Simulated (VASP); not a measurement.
```
CELL_PARAMETERS angstrom
      6.06659     0.00000     0.00000
      0.00000     6.06659     0.00000
      0.00000     0.00000     6.06659
ATOMIC_POSITIONS crystal
  Pb 0.00000 0.00000 0.00000
  Pb 0.50000 0.50000 0.00000
  Pb 0.50000 0.00000 0.50000
  Pb 0.00000 0.50000 0.50000
  Se 0.50000 0.50000 0.50000
  S  0.00000 0.00000 0.50000
  S  0.00000 0.50000 0.00000
  S  0.50000 0.00000 0.00000
```

Level of theory: PBE GGA, VASP's PBE PAW potentials (set 64) (plane waves; VASP). Run with 400 eV cut-off, 4×4×4 Γ-centred mesh, Gaussian smearing of 0.050 eV, potentials Pb_d Se S.

Unless said otherwise, spin-orbit coupling is left out, though it shifts the bands of the heavy elements here.

Question: Estimate the energy per atom (σ→0), band gap (on the k-mesh) with the smallest direct gap where there is one.

Answer: 
The band gap (on the k-mesh) is 0.42 eV, the smallest direct gap (on the k-mesh) comes out as 0.42 eV and the energy per atom (σ→0) is -4.295 eV/atom.

Total energies compare only between runs with the same potentials, cut-off and functional.

The structure was generated: Pb4S3Se was put into an ordered model structure (Pm-3m), which need not be its known phase. It was relaxed first.
